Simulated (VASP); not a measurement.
Method: PBEsol GGA, VASP's PBE PAW potentials (set 64) (plane waves; VASP 6.6.1).

VASP input:

### POSCAR
```
Pd
1.0
  0.0000000000   1.8436399974   1.8436399974
  1.8436399974   0.0000000000   1.8436399974
  1.8436399974   1.8436399974   0.0000000000
Pd
1
Cart
  1.8436399974   0.0000000000   1.8436399974
```

**INCAR**
```
ALGO = Normal
EDIFF = 1E-6
EDIFFG = -0.02
ENCUT = 500
GGA = PS
IBRION = 2
ISIF = 3
ISMEAR = 1
LASPH = T
LCHARG = F
LMAXMIX = 4
LREAL = F
LWAVE = F
NELM = 100
NSW = 40
PREC = Accurate
PSTRESS = 450
SIGMA = 0.1
SYSTEM = Pd
```

File KPOINTS:
```
Automatic mesh
0
Gamma
17 17 17
0 0 0
```

POTCAR, in this order: Pd (PBE.64 set). Program: vasp_std.

Output

### OSZICAR
```
       N       E                     dE             d eps       ncg     rms          rms(c)
DAV:   1     0.369635391905E+02    0.36964E+02   -0.53344E+03  3002   0.103E+03
DAV:   2    -0.579027673439E+01   -0.42754E+02   -0.41664E+02  3270   0.196E+02
DAV:   3    -0.612445918979E+01   -0.33418E+00   -0.33354E+00  3461   0.201E+01
DAV:   4    -0.612596582259E+01   -0.15066E-02   -0.15066E-02  3547   0.122E+00
DAV:   5    -0.612597944929E+01   -0.13627E-04   -0.13624E-04  3571   0.974E-02    0.132E+01
DAV:   6    -0.575872287338E+01    0.36726E+00   -0.12301E+00  3069   0.111E+01    0.630E+00
DAV:   7    -0.572363305674E+01    0.35090E-01   -0.62972E-02  4166   0.230E+00    0.261E+00
DAV:   8    -0.571664502123E+01    0.69880E-02   -0.31447E-03  3289   0.666E-01    0.199E-01
DAV:   9    -0.571661483089E+01    0.30190E-04   -0.22033E-05  3556   0.564E-02    0.284E-02
DAV:  10    -0.571662042578E+01   -0.55949E-05   -0.29708E-06  3361   0.148E-02    0.317E-03
DAV:  11    -0.571662032736E+01    0.98420E-07   -0.38759E-08  1719   0.203E-03
   1 F= -.21964774E+01 E0= -.21960123E+01  d E =-.219648E+01
```

**OUTCAR**
```
------------------------ aborting loop because EDIFF is reached ----------------------------------------
  FORCE on cell =-STRESS in cart. coord.  units (eV):
  Direction    XX          YY          ZZ          XY          YZ          ZX
  --------------------------------------------------------------------------------------
  Total        3.5068851      3.5068851      3.5068851      0.0000000     -0.0000000      0.0000000
  in kB      448.3051833    448.3051833    448.3051833      0.0000000     -0.0000000      0.0000000
  external PRESSURE =      -1.6948167 kB  Pullay stress =     450.0000000 kB
  volume of cell :       12.53
      direct lattice vectors                 reciprocal lattice vectors
     0.000000000  1.843639997  1.843639997    -0.271202621  0.271202621  0.271202621
     1.843639997  0.000000000  1.843639997     0.271202621 -0.271202621  0.271202621
     1.843639997  1.843639997  0.000000000     0.271202621  0.271202621 -0.271202621
 POSITION                                       TOTAL-FORCE (eV/Angst)
 -----------------------------------------------------------------------------------
      0.00000      0.00000      0.00000         0.000000      0.000000     -0.000000
 -----------------------------------------------------------------------------------
    total drift:                               -0.000000     -0.000000     -0.000000
  FREE ENERGIE OF THE ION-ELECTRON SYSTEM (eV)
  ---------------------------------------------------
  free  energy   TOTEN  =        -5.7166203274 eV

  energy  without entropy=       -5.7152250037  energy(sigma->0) =       -5.71615522
  enthalpy is  TOTEN    =        -2.1964774476 eV   P V=        3.5201428798

 reached required accuracy - stopping structural energy minimisation
```
(Selected blocks of OUTCAR.)

The compound is Pd in the fcc structure. It was relaxed first under an external pressure of 45 GPa.
